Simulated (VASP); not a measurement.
Calculation: revPBE GGA, VASP's PBE PAW potentials (set 64) (plane waves; VASP).

VASP input:

**INCAR**
```
# general
SYSTEM   =  CrO2
PREC     =  Accurate
ENCUT    =  520
LREAL    =  .FALSE.
LASPH    =  .TRUE.

# electronic loop
EDIFF    =  1E-6
NELM     =  100
ALGO     =  Normal
LMAXMIX  =  4

# smearing
ISMEAR   =  1
SIGMA    =  0.1

# functional
GGA      =  RE

# spin
ISPIN    =  2
MAGMOM   =  2*2.5 4*0.0

# ions
IBRION   =  2
NSW      =  60
ISIF     =  3
EDIFFG   =  -0.02

# output
LWAVE    =  .FALSE.
LCHARG   =  .FALSE.
LORBIT   =  10
```

**POSCAR**
```
CrO2
1
    4.4744517594    -0.0000000000     0.0000000000
    0.0000000000     4.4744517594     0.0000000000
    0.0000000000     0.0000000000     2.9425327093
Cr O
2 4
Direct
  1.0000000000   0.0000000000   1.0000000000
  0.5000000000   0.5000000000   0.5000000000
  0.3037910679   0.3037910679   0.0000000000
  0.8037910679   0.1962089321   0.5000000000
  0.1962089321   0.8037910679   0.5000000000
  0.6962089321   0.6962089321   1.0000000000
```

**KPOINTS**
```
Regular mesh
0
G
  6 6 9
0 0 0
```

POTCAR, in this order: Cr_pv O (PBE.64 set). Program: vasp_std.

Output of the run:

### OUTCAR
```
 ion  position               nearest neighbor table
   1  0.000  0.000  0.000-   3 1.92   6 1.92   5 1.93   4 1.93   4 1.93   5 1.93
   2  0.500  0.500  0.500-   4 1.92   5 1.92   3 1.93   6 1.93   3 1.93   6 1.93
   3  0.304  0.304  0.000-   1 1.92   2 1.93   2 1.93
   4  0.804  0.196  0.500-   2 1.92   1 1.93   1 1.93
   5  0.196  0.804  0.500-   2 1.92   1 1.93   1 1.93
   6  0.696  0.696  0.000-   1 1.92   2 1.93   2 1.93
  LATTYP: Found a simple tetragonal cell.
 ALAT       =     4.4744517594
 C/A-ratio  =     0.6576297762
 Subroutine PRICEL returns:
 Original cell was already a primitive cell.
 Subroutine GETGRP returns: Found 16 space group operations
The static configuration has the point symmetry D_2h.
 The point group associated with its full space group is D_4h.
The dynamic configuration has the point symmetry D_2h.
The overall configuration has the point symmetry D_2h.
 Subroutine INISYM returns: Found 16 space group operations
 Subroutine IBZKPT returns following result:
 Found     50 irreducible k-points:

 Following reciprocal coordinates:
            Coordinates               Weight
  0.000000  0.000000  0.000000      1.000000
  0.166667  0.000000  0.000000      4.000000
...
```

File OSZICAR:
```
       N       E                     dE             d eps       ncg     rms          rms(c)
DAV:   1     0.606844148250E+03    0.60684E+03   -0.26714E+04  6200   0.172E+03
DAV:   2     0.586929613146E-01   -0.60679E+03   -0.56448E+03  6893   0.509E+02
DAV:   3    -0.626217430803E+02   -0.62680E+02   -0.61010E+02  7077   0.166E+02
DAV:   4    -0.640754711895E+02   -0.14537E+01   -0.14149E+01  7518   0.250E+01
DAV:   5    -0.641096065719E+02   -0.34135E-01   -0.34119E-01  7550   0.377E+00    0.396E+01
DAV:   6    -0.568366776302E+02    0.72729E+01   -0.13373E+02  7061   0.977E+01    0.420E+01
DAV:   7    -0.507609009216E+02    0.60758E+01   -0.90024E+01  7279   0.101E+02    0.181E+01
DAV:   8    -0.486673929442E+02    0.20935E+01   -0.68108E+00  6768   0.227E+01    0.773E+00
DAV:   9    -0.480998562580E+02    0.56754E+00   -0.18715E+00  7904   0.128E+01    0.258E+00
DAV:  10    -0.481326944189E+02   -0.32838E-01   -0.21398E-01  6906   0.367E+00    0.151E+00
DAV:  11    -0.481366779924E+02   -0.39836E-02   -0.43766E-02  7786   0.213E+00    0.704E-01
DAV:  12    -0.481351107079E+02    0.15673E-02   -0.77822E-03  8366   0.740E-01    0.352E-01
DAV:  13    -0.481347835076E+02    0.32720E-03   -0.12836E-03  7819   0.375E-01    0.145E-01
DAV:  14    -0.481347681876E+02    0.15320E-04   -0.56048E-04  7697   0.229E-01    0.616E-02
DAV:  15    -0.481347876937E+02   -0.19506E-04   -0.80396E-05  7242   0.701E-02    0.447E-02
DAV:  16    -0.481347775824E+02    0.10111E-04   -0.40179E-05  7728   0.578E-02    0.130E-02
DAV:  17    -0.481347785219E+02   -0.93944E-06   -0.34155E-06  5052   0.133E-02
   1 F= -.48134779E+02 E0= -.48134889E+02  d E =-.481348E+02  mag=     4.0000
```

### OUTCAR
```
------------------------ aborting loop because EDIFF is reached ----------------------------------------
  FORCE on cell =-STRESS in cart. coord.  units (eV):
  Direction    XX          YY          ZZ          XY          YZ          ZX
  --------------------------------------------------------------------------------------
  Total        0.0469730      0.0469730     -0.0421736      0.0000000      0.0000000      0.0000000
  in kB        1.2774909      1.2774909     -1.1469641      0.0000000      0.0000000      0.0000000
  external PRESSURE =       0.4693393 kB  Pullay stress =       0.0000000 kB
  volume of cell :       58.91
      direct lattice vectors                 reciprocal lattice vectors
     4.474451759  0.000000000  0.000000000     0.223491067  0.000000000  0.000000000
     0.000000000  4.474451759  0.000000000     0.000000000  0.223491067  0.000000000
     0.000000000  0.000000000  2.942532709     0.000000000  0.000000000  0.339843291
 POSITION                                       TOTAL-FORCE (eV/Angst)
 -----------------------------------------------------------------------------------
      0.00000      0.00000      0.00000         0.000000     -0.000000      0.000000
      2.23723      2.23723      1.47127         0.000000     -0.000000      0.000000
      1.35930      1.35930      0.00000         0.000208      0.000208      0.000000
      3.59652      0.87793      1.47127         0.000208     -0.000208      0.000000
      0.87793      3.59652      1.47127        -0.000208      0.000208      0.000000
      3.11515      3.11515      0.00000        -0.000208     -0.000208      0.000000
 -----------------------------------------------------------------------------------
    total drift:                                0.000000     -0.000000      0.000000
  FREE ENERGIE OF THE ION-ELECTRON SYSTEM (eV)
  ---------------------------------------------------
  free  energy   TOTEN  =       -48.1347785219 eV

  energy  without entropy=      -48.1351092555  energy(sigma->0) =      -48.13488877

 total charge

# of ion       s       p       d       tot
------------------------------------------
    1        0.362   6.434   3.983  10.780
    2        0.362   6.434   3.983  10.780
    3        1.575   3.454   0.000   5.028
    4        1.575   3.454   0.000   5.028
    5        1.575   3.454   0.000   5.028
    6        1.575   3.454   0.000   5.028
--------------------------------------------------
tot          7.024  26.683   7.966  41.674

 magnetization (x)

# of ion       s       p       d       tot
------------------------------------------
    1        0.023   0.032   2.088   2.143
    2        0.023   0.032   2.088   2.143
    3       -0.003  -0.093   0.000  -0.096
    4       -0.003  -0.093   0.000  -0.096
    5       -0.003  -0.093   0.000  -0.096
    6       -0.003  -0.093   0.000  -0.096
--------------------------------------------------
tot          0.034  -0.308   4.176   3.902

 reached required accuracy - stopping structural energy minimisation
```
(Selected blocks of OUTCAR.)

The moments were started parallel, and other spin orders were not tried in this run.

The compound is CrO2 in the rutile structure. It was relaxed first. The start is the result of an earlier pass.
